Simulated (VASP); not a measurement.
Wanted: the native input for a VASP 6.6.1 run.

```yaml
Task: single point
Functional: LDA
Potentials_or_basis: VASP PAW LDA potentials, release 64 (In_d, Au)
Cutoff: 520 eV
k_mesh: 6 × 6 × 6
Occupations: methfessel-paxton, width 0.1 eV
Spin: no spin polarisation
Dipole_correction: no
Further_INCAR_settings: ALGO = Normal; EDIFF = 1e-06; NBANDS = 26
```

The structure of In2Au lies in POSCAR:

```
In2Au
1.0
    0.0000000000      3.2391848128      3.2391848128
    3.2391848128      0.0000000000      3.2391848128
    3.2391848128      3.2391848128      0.0000000000
In Au
2 1
Direct
    0.2500000000      0.2500000000      0.2500000000
    0.7500000000      0.7500000000      0.7500000000
    0.0000000000      0.0000000000      0.0000000000
```

These files were run (other wordings do the same):

INCAR

```
PREC     = Accurate       # precision mode
ENCUT    = 520            # plane-wave cutoff, eV
EDIFF    = 1E-6           # SCF threshold, eV
ISMEAR   = 1              # smearing method
SIGMA    = 0.1            # smearing width, eV
LREAL    = False          # projectors in reciprocal space
LASPH    = True           # aspherical terms in the spheres
NELM     = 100            # most SCF steps
ALGO     = Normal         # electronic algorithm
ISIF     = 2              # what is computed and relaxed
LWAVE    = False          # write WAVECAR
LCHARG   = False          # write CHGCAR
NBANDS   = 26             # bands
```

KPOINTS

```
Automatic mesh
0
Gamma
  6 6 6
```

Potentials or basis: VASP PAW LDA potentials, release 64 (In_d, Au).

Command:

```console
$ cat potpaw_LDA.64/In_d/POTCAR potpaw_LDA.64/Au/POTCAR > POTCAR
$ mpirun -np 1 vasp_std > vasp.out
```

It gave:

```
Pressure               : 0.0 GPa
Band gap on the k mesh : none (metal or under the smearing width)
```

It took 23 s on 1 thread of Intel(R) Xeon(R) Platinum 8488C (Sapphire Rapids), with other jobs on the host, peak memory 0.18 GiB.
